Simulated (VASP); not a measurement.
# YSi (relaxed from the zinc blende structure, space group F-43m): computed properties

The numbers are results of PBE GGA, VASP's PBE PAW potentials (set 64) (plane waves; VASP 6.6.1), not measurements.

| Property | Result |
|---|---|
| space group | F-43m (216) |
| cell | a = b = c = 6.4868 Å, α = β = γ = 90.00° |
| volume per atom | 34.12 Å³/atom |
| band gap (over mesh and band path) | none (metal, semimetal or under 0.01 eV) |
| density | 2.85 g/cm³ |

```xyz
2
Lattice="0.0000 3.2434 3.2434 3.2434 0.0000 3.2434 3.2434 3.2434 0.0000" Properties=species:S:1:pos:R:3 pbc="T T T"
Y      0.0000     0.0000     0.0000
Si     1.6217     1.6217     1.6217
```

The structure was generated: YSi was put into the zinc blende type (F-43m), which need not be its known phase. It was relaxed first, which changed the volume by -19 %. Symmetry was kept, so distortions that lower it aren't found. The electron count is odd and the run is not spin-polarised, which forces a metal.
